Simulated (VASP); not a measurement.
Output of a VASP run:

OSZICAR:
```
       N       E                     dE             d eps       ncg     rms          rms(c)
DAV:   1     0.140469872886E+03    0.14047E+03   -0.78911E+03  5440   0.129E+03
DAV:   2    -0.531060174475E+01   -0.14578E+03   -0.14057E+03  5622   0.422E+02
DAV:   3    -0.840816073893E+01   -0.30976E+01   -0.30804E+01  6090   0.698E+01
DAV:   4    -0.843027131437E+01   -0.22111E-01   -0.22108E-01  5732   0.594E+00
DAV:   5    -0.843064787277E+01   -0.37656E-03   -0.37655E-03  5916   0.751E-01    0.114E+01
DAV:   6    -0.793138207259E+01    0.49927E+00   -0.12089E+00  5508   0.158E+01    0.421E+00
DAV:   7    -0.791106738727E+01    0.20315E-01   -0.25059E-02  5886   0.190E+00    0.202E+00
DAV:   8    -0.790660874908E+01    0.44586E-02   -0.26879E-03  5502   0.844E-01    0.770E-01
DAV:   9    -0.790659400626E+01    0.14743E-04   -0.11797E-04  6236   0.162E-01    0.629E-02
DAV:  10    -0.790657156087E+01    0.22445E-04   -0.25860E-05  5772   0.840E-02    0.319E-02
DAV:  11    -0.790657357192E+01   -0.20110E-05   -0.17994E-06  5336   0.205E-02    0.118E-03
DAV:  12    -0.790657348003E+01    0.91885E-07   -0.33575E-08  2760   0.262E-03
   1 F= -.79065735E+01 E0= -.79047234E+01  d E =-.370016E-02  mag=     0.0000    -0.0000    -0.0000
       N       E                     dE             ncg
```

File OUTCAR:
```
------------------------ aborting loop because EDIFF is reached ----------------------------------------
  FORCE on cell =-STRESS in cart. coord.  units (eV):
  Direction    XX          YY          ZZ          XY          YZ          ZX
  --------------------------------------------------------------------------------------
  Total        0.0372194      0.0372194      0.0372194      0.0000000      0.0000000      0.0000000
  in kB        4.3145782      4.3145782      4.3145782      0.0000000      0.0000000      0.0000000
  external PRESSURE =       4.3145782 kB  Pullay stress =       0.0000000 kB
  volume of cell :       13.82
      direct lattice vectors                 reciprocal lattice vectors
    -1.511798152  1.511798152  1.511798152     0.000000000  0.330731982  0.330731982
     1.511798152 -1.511798152  1.511798152     0.330731982  0.000000000  0.330731982
     1.511798152  1.511798152 -1.511798152     0.330731982  0.330731982  0.000000000
 POSITION                                       TOTAL-FORCE (eV/Angst)
 -----------------------------------------------------------------------------------
      0.00000      0.00000      0.00000         0.000000      0.000000      0.000000
 -----------------------------------------------------------------------------------
    total drift:                                0.000000      0.000000      0.000000
  FREE ENERGIE OF THE ION-ELECTRON SYSTEM (eV)
  ---------------------------------------------------
  free  energy   TOTEN  =        -7.9065734800 eV

  energy  without entropy=       -7.9028733233  energy(sigma->0) =       -7.90472340

 Ion:    1  E_soc:     -0.3188683
```
(Selected blocks of OUTCAR.)

File POSCAR:
```
Rh
1
   -1.5117981523     1.5117981523     1.5117981523
    1.5117981523    -1.5117981523     1.5117981523
    1.5117981523     1.5117981523    -1.5117981523
Rh
1
Direct
  0.0000000000   0.0000000000   0.0000000000
```

Task: Reconstruct the remaining input files.

Result: Several could match; the one computed here: the input of the run itself, PBEsol GGA with spin-orbit coupling, plane waves, VASP's PBE PAW potentials (set 64).

### INCAR
```
# general
SYSTEM     = Rh
PREC       = Accurate
ENCUT      = 400
LREAL      = F
LASPH      = T

# electronic loop
EDIFF      = 1E-6
NELM       = 100
ALGO       = Normal
LMAXMIX    = 4

# smearing
ISMEAR     = 0
SIGMA      = 0.05

# functional
GGA        = PS
GGA_COMPAT = F

# spin
MAGMOM     = 3*0
LSORBIT    = T

# output
LWAVE      = F
LCHARG     = F
```

### KPOINTS
```
Automatic mesh
0
Gamma
15 15 15
0 0 0
```

File KPOINTS_OPT:
```
k-points along high-symmetry lines
8
Line-mode
Reciprocal
  0.000000   0.000000   0.000000 ! GAMMA
  0.500000  -0.500000   0.500000 ! H

  0.500000  -0.500000   0.500000 ! H
  0.000000   0.000000   0.500000 ! N

  0.000000   0.000000   0.500000 ! N
  0.000000   0.000000   0.000000 ! GAMMA

  0.000000   0.000000   0.000000 ! GAMMA
  0.250000   0.250000   0.250000 ! P

  0.250000   0.250000   0.250000 ! P
  0.500000  -0.500000   0.500000 ! H

  0.250000   0.250000   0.250000 ! P
  0.000000   0.000000   0.500000 ! N
```

POTCAR, in this order: Rh_pv (PBE.64 set). Program: vasp_ncl.

The structure was generated: Rh was put into the bcc type (Im-3m), which need not be its known phase. It was relaxed first.
